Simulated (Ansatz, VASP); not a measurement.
# MnPt in two plane-wave programs, part 2 of 2

Wanted: the spread between two codes on one cell, functional and k mesh. The cell is taken from a series of VASP runs on this material, whose earlier steps may have relaxed, scaled or displaced it; both programs get it as it stands. Other levels of theory on this material are compared in a session of their own.

VASP 6.6.1 and Ansatz 0.2.0.

So far: Starting point; Ansatz: band structure, PBEsol with D3(BJ).

### 3. VASP: band structure, PBEsol with D3(BJ)

Level of this step: PBEsol with D3(BJ), spin-polarised from an antiferromagnetic start; plane waves and PAW (Mn_pv, Pt) (VASP).

The same cell, functional, mesh and smearing now go to VASP, with its own data sets and cutoff.

Lines of VASP's logs that name or quote its potential files are left out, and so is its time.

INCAR

```
SYSTEM = MnPt
PREC = Accurate
ENCUT = 400
EDIFF = 1E-06
NELM = 100
ISMEAR = 1
SIGMA = 0.2
LREAL = .FALSE.
ALGO = Normal
GGA = PS
IVDW = 12
NBANDS = 39
ISPIN = 2
MAGMOM = 3.465 -3.465 0 0
LASPH = .TRUE.
LMAXMIX = 4
LORBIT = 11
LWAVE = .FALSE.
LCHARG = .FALSE.
KPAR = 4
```

POSCAR

```
MnPt
1.0
    5.4397418177      0.0000000000      0.0000000000
    2.7198709088      2.7198709088      0.0000000000
    0.0000000000      0.0000000000      3.6539350732
Mn Pt
2 2
Direct
    0.0000000000      0.0000000000      0.0000000000
    0.5000000000      0.0000000000      0.0000000000
    0.0000000000      0.5000000000      0.5000000000
    0.5000000000      0.5000000000      0.5000000000
```

KPOINTS

```
Automatic mesh
0
Gamma
7 7 5
0 0 0
```

KPOINTS_OPT

```
Line mode
16
Line-mode
Reciprocal
  0.00000000   0.00000000   0.00000000 GAMMA
  0.50000000   0.00000000   0.00000000 X

  0.50000000   0.00000000   0.00000000 X
  0.00000000  -0.50000000   0.00000000 M

  0.00000000  -0.50000000   0.00000000 M
  0.00000000   0.00000000   0.00000000 GAMMA

  0.00000000   0.00000000   0.00000000 GAMMA
  0.00000000   0.00000000   0.50000000 Z

  0.00000000   0.00000000   0.50000000 Z
  0.50000000   0.00000000   0.50000000 R

  0.50000000   0.00000000   0.50000000 R
  0.00000000  -0.50000000   0.50000000 A

  0.00000000  -0.50000000   0.50000000 A
  0.00000000   0.00000000   0.50000000 Z

  0.50000000   0.00000000   0.00000000 X
  0.50000000   0.00000000   0.50000000 R

  0.00000000  -0.50000000   0.00000000 M
  0.00000000  -0.50000000   0.50000000 A
```

PAW data sets: Mn_pv and Pt (PBE family, release 64).

Command:

```
> mpirun -np 4 vasp_std
```

Numbers of over 12 decimals in the logs are rounded to 6 here.

Log:

```text
[banner, memory and clock lines left out]
running    4 mpi-ranks, on    1 nodes
 distrk:  each k-point on    1 cores,    4 groups
 distr:  one band on    1 cores,    1 groups

 POSCAR found type information on POSCAR MnPt
 POSCAR found :  2 types and       4 ions
|                                                                             |
|               ----> ADVICE to this user running VASP <----                  |
|                                                                             |
|     You enforced a specific xc type in the INCAR file but a different       |
|     [... a line on the potential file left out ...]
|     I HOPE YOU KNOW WHAT YOU ARE DOING!                                     |
|                                                                             |

 LDA part: xc-table for (Slater+PW92), standard interpolation
 POSCAR, INCAR and KPOINTS ok, starting setup
 FFT: planning ... GRIDC
 FFT: planning ... GRID_SOFT
 FFT: planning ... GRID
 WAVECAR not read
 entering main loop
       N       E                     dE             d eps       ncg     rms          rms(c)
DAV:   1     0.419193318969E+03    0.41919E+03   -0.20204E+04  4888   0.117E+03
DAV:   2    -0.155019319190E+02   -0.43470E+03   -0.40334E+03  4757   0.357E+02
DAV:   3    -0.382285398318E+02   -0.22727E+02   -0.22090E+02  5242   0.924E+01
DAV:   4    -0.385026756433E+02   -0.27414E+00   -0.27393E+00  5199   0.102E+01
DAV:   5    -0.385078652912E+02   -0.51896E-02   -0.51895E-02  5213   0.140E+00    0.259E+01
DAV:   6    -0.384126300884E+02    0.95235E-01   -0.18405E+01  5093   0.483E+01    0.255E+01
DAV:   7    -0.353346736677E+02    0.30780E+01   -0.16106E+01  5118   0.470E+01    0.121E+01
DAV:   8    -0.349385565497E+02    0.39612E+00   -0.13356E+00  5245   0.108E+01    0.552E+00
DAV:   9    -0.349538404690E+02   -0.15284E-01   -0.19644E-01  5071   0.399E+00    0.311E+00
DAV:  10    -0.349411715441E+02    0.12669E-01   -0.43960E-02  5363   0.181E+00    0.158E+00
DAV:  11    -0.349466085105E+02   -0.54370E-02   -0.78293E-03  5197   0.673E-01    0.466E-01
DAV:  12    -0.349471187142E+02   -0.51020E-03   -0.18398E-03  5151   0.344E-01    0.196E-01
DAV:  13    -0.349471714442E+02   -0.52730E-04   -0.24972E-04  5058   0.169E-01    0.643E-02
DAV:  14    -0.349471860021E+02   -0.14558E-04   -0.67621E-05  5657   0.673E-02    0.285E-02
DAV:  15    -0.349471858902E+02    0.11192E-06   -0.14070E-05  5051   0.355E-02    0.586E-03
DAV:  16    -0.349471856535E+02    0.23669E-06   -0.75579E-07  2790   0.621E-03
   1 F= -.37042719E+02 E0= -.37045963E+02  d E =0.973101E-02  mag=    -0.0000
 Start KPOINTS_OPT (optional k-point list driver)
k-point batch [1-30\144]
       N       E                     dE             ncg
DAV:   1     0.725297798781E+04   -0.16384E+05     4888
DAV:   2    -0.552764874915E+04   -0.12781E+05     4757
DAV:   3    -0.618746387702E+04   -0.65982E+03     5212
DAV:   4    -0.619574201046E+04   -0.82781E+01     5100
DAV:   5    -0.619591451688E+04   -0.17251E+00     5329
DAV:   6    -0.619591990222E+04   -0.53853E-02     5137
DAV:   7    -0.619592010632E+04   -0.20410E-03     5397
DAV:   8    -0.619592011480E+04   -0.84819E-05     4214
DAV:   9    -0.619592011530E+04   -0.49293E-06     3264
[...]
k-point batch [121-144\144]
       N       E                     dE             ncg
DAV:   1     0.124771919508E+05   -0.30481E+05     3912
DAV:   2     0.228326734701E+04   -0.10194E+05     3830
DAV:   3     0.177262189209E+04   -0.51065E+03     4206
DAV:   4     0.176619202063E+04   -0.64299E+01     4171
DAV:   5     0.176605233665E+04   -0.13968E+00     4329
DAV:   6     0.176604791024E+04   -0.44264E-02     4291
DAV:   7     0.176604774069E+04   -0.16955E-03     4342
DAV:   8     0.176604773362E+04   -0.70739E-05     3582
DAV:   9     0.176604773320E+04   -0.41608E-06     2843
```

From OUTCAR (step 3):

```text
ion  position               nearest neighbor table
   1  0.000  0.000  0.000-   3 2.65   3 2.65   3 2.65   3 2.65   4 2.65   4 2.65   4 2.65   4 2.65
                             2 2.72   2 2.72   2 2.72   2 2.72
   2  0.500  0.000  0.000-   4 2.65   4 2.65   4 2.65   4 2.65   3 2.65   3 2.65   3 2.65   3 2.65
                             1 2.72   1 2.72   1 2.72   1 2.72
   3  0.000  0.500  0.500-   1 2.65   1 2.65   1 2.65   1 2.65   2 2.65   2 2.65   2 2.65   2 2.65
                             4 2.72   4 2.72   4 2.72   4 2.72
   4  0.500  0.500  0.500-   2 2.65   2 2.65   2 2.65   2 2.65   1 2.65   1 2.65   1 2.65   1 2.65
                             3 2.72   3 2.72   3 2.72   3 2.72

  LATTYP: Found a simple tetragonal cell.
 ALAT       =     3.8464783272
 C/A-ratio  =     0.9499429770

 Subroutine GETGRP returns: Found 16 space group operations
 (whereof 16 operations were pure point group operations)

The static configuration has the point symmetry D_4h.

 Found     30 irreducible k-points:

   k-points           NKPTS =     30   k-points in BZ     NKDIM =     30   number of bands    NBANDS=     39

   dimension x,y,z NGX =    36 NGY =   28 NGZ =   24
   dimension x,y,z NGXF=    72 NGYF=   56 NGZF=   48

   ENCUT  =  400.0 eV  29.40 Ry    5.42 a.u.   8.87  6.27  5.96*2*pi/ulx,y,z

   NELECT =      46.0000    total number of electrons

 k-points in reciprocal lattice and weights: Automatic mesh
   0.00000000  0.00000000  0.00000000       0.004
   0.14285714  0.00000000  0.00000000       0.016
   0.28571429  0.00000000  0.00000000       0.016
   0.42857143  0.00000000  0.00000000       0.016
   0.00000000  0.14285714  0.00000000       0.016
   0.42857143  0.14285714  0.00000000       0.033
  -0.42857143  0.14285714  0.00000000       0.033
   0.00000000  0.28571429  0.00000000       0.016
  -0.28571429  0.28571429  0.00000000       0.033
[...]
-0.28571429  0.28571429  0.40000000       0.065
   0.00000000  0.42857143  0.40000000       0.033

 average (electrostatic) potential at core
       1 -63.9683       2 -63.9683       3 -63.4051       4 -63.4051

 E-fermi :  11.1687

 spin component 1
 k-point     1 :       0.0000    0.0000    0.0000
  band No.  band energies     occupation
    ...
     17       9.2897      1.00000
     18       9.4887      1.00000
     19      10.3970      1.00000
     20      10.7375      1.00467
     21      10.7375      1.00467
     22      11.2917      0.07336
     23      12.1784     -0.00000
     24      12.1784     -0.00000
     25      12.3707     -0.00000
     26      12.4621     -0.00000
    ...

 k-point     2 :       0.1429    0.0000    0.0000
  band No.  band energies     occupation
    ...
     19      10.0801      1.00000
     20      10.0813      1.00000
     21      10.1545      1.00000
     22      10.7356      1.00451
     23      11.0796      0.83877
     24      11.9522     -0.00000
     25      12.4092     -0.00000
     26      12.4382     -0.00000
     27      12.5123     -0.00000
     28      13.1546     -0.00000
    ...

 k-point     3 :       0.2857    0.0000    0.0000
  band No.  band energies     occupation
    ...
     19       9.0877      1.00000
     20       9.2159      1.00000
     21       9.4189      1.00000
     22       9.6333      1.00000
     23      10.7319      1.00422
     24      11.5904     -0.00554
     25      11.8036     -0.00003
     26      12.0473     -0.00000
     27      12.3651     -0.00000
     28      13.1491     -0.00000
    ...

 k-point     4 :       0.4286    0.0000    0.0000
  band No.  band energies     occupation
    ...
     19       8.7457      1.00000
     20       8.7568      1.00000
     21       8.8531      1.00000
     22       9.5913      1.00000
     23      10.7294      1.00402
     24      11.3068      0.04358
     25      11.3379     -0.00090
     26      11.7299     -0.00027
     27      12.2626     -0.00000
     28      13.1450     -0.00000
    ...

 k-point     5 :       0.0000    0.1429    0.0000
  band No.  band energies     occupation
    ...
     19       9.3792      1.00000
     20       9.7537      1.00000
     21       9.9604      1.00000
     22      10.5548      1.00006
     23      10.8333      1.01955
     24      12.1886     -0.00000
     25      12.3308     -0.00000
     26      12.3710     -0.00000
     27      12.9027     -0.00000
     28      12.9618     -0.00000
    ...

 k-point     6 :       0.4286    0.1429    0.0000
  band No.  band energies     occupation
    ...
     19       8.9794      1.00000
     20       9.2302      1.00000
     21       9.4648      1.00000
     22       9.9135      1.00000
     23      10.4566      1.00000
     24      11.7756     -0.00008
     25      11.8224     -0.00002
     26      12.1080     -0.00000
     27      12.3374     -0.00000
     28      12.7952     -0.00000
    ...

 Edisp (eV)   -2.09553

  Total       0.00567     0.00567     0.03356    -0.00000     0.00000    -0.00000
  in kB       0.16798     0.16798     0.99445    -0.00000     0.00000    -0.00000
  external pressure =        0.44 kB  Pullay stress =        0.00 kB

  energy-cutoff  :      400.00
  volume of cell :       54.06
      direct lattice vectors                 reciprocal lattice vectors
     5.439741818  0.000000000  0.000000000     0.183832254 -0.183832254  0.000000000
     2.719870909  2.719870909  0.000000000     0.000000000  0.367664508  0.000000000
     0.000000000  0.000000000  3.653935073     0.000000000  0.000000000  0.273677550

 POSITION                                       TOTAL-FORCE (eV/Angst)
 -----------------------------------------------------------------------------------
      0.00000      0.00000      0.00000        -0.000000      0.000000     -0.000000
      2.71987      0.00000      0.00000        -0.000000      0.000000      0.000000
      1.35994      1.35994      1.82697         0.000000      0.000000     -0.000000
      4.07981      1.35994      1.82697         0.000000     -0.000000     -0.000000
 -----------------------------------------------------------------------------------
    total drift:                                0.000000      0.000000     -0.000000

  FREE ENERGIE OF THE ION-ELECTRON SYSTEM (eV)
  ---------------------------------------------------
  free  energy   TOTEN  =       -37.0427192361 eV

  energy  without entropy=      -37.0524502432  energy(sigma->0) =      -37.04596291

 total charge
# of ion       s       p       d       tot
------------------------------------------
    1        0.340   6.316   4.979  11.636
    2        0.340   6.316   4.979  11.636
    3        0.735   0.721   8.088   9.544
    4        0.735   0.721   8.088   9.544
--------------------------------------------------
tot          2.150  14.075  26.135  42.361

 magnetization (x)
# of ion       s       p       d       tot
------------------------------------------
    1        0.027   0.055   3.382   3.465
    2       -0.027  -0.055  -3.382  -3.465
    3        0.000   0.000   0.000   0.000
    4        0.000   0.000   0.000   0.000
--------------------------------------------------
tot          0.000   0.000  -0.000  -0.000

[... 1 further part left out ...]
```

The run ends at a pressure of 0.04 GPa.

### 4. Differences

Known differences besides the potentials themselves: the data sets hold 66 valence electrons in Ansatz (default PAW (the set named soft_2) files) and 46 in VASP; the cutoff is 420 eV in Ansatz and 400 eV in VASP; Ansatz makes its cores anew for this functional, VASP keeps those of its PBE data sets; site moments are counted in spheres of each program's own size. Total energies have different zeros and are not compared.

Both answers:

| quantity | Ansatz | VASP | difference |
| --- | --- | --- | --- |
| pressure (GPa) | 0.73 | 0.04 | +0.68 |
| pressure without Ansatz's Pulay correction (GPa) | 0.66 | 0.04 | +0.61 |
| moment on Mn1 (μB) | 3.44 | 3.46 | -0.03 |
| moment on Mn2 (μB) | -3.44 | -3.46 | +0.03 |

Ansatz's pressure holds a Pulay correction of 0.07 GPa; VASP's holds none.

### 5. What came out

```yaml
difference_in_moment_on_mn1_band_structure_pbesol_with_d3_bj: -0.026 μB
difference_in_pressure_band_structure_pbesol_with_d3_bj: 0.68 GPa
```

**Reading.** The difference in pressure is 0.68 GPa (band structure, PBEsol with D3(BJ)), within the 1 GPa picked in this series as the mark of a large difference. 4 further runs of this series are not shown here. How closely two codes agree says nothing of how well the functional describes the real material.

[Lines on the potential files, build, host, timing and source positions are cut from VASP's logs without a mark.]

[Logs are printed without paths, hosts, clocks, repeated set-up lines and the standing remarks that a program may print on its own settings, such as how far it seeks lower states.]

[Hosts, paths, dates, database ids (printed as entryN), source tags and the programs' standing remarks are cut or masked in the printed files.]
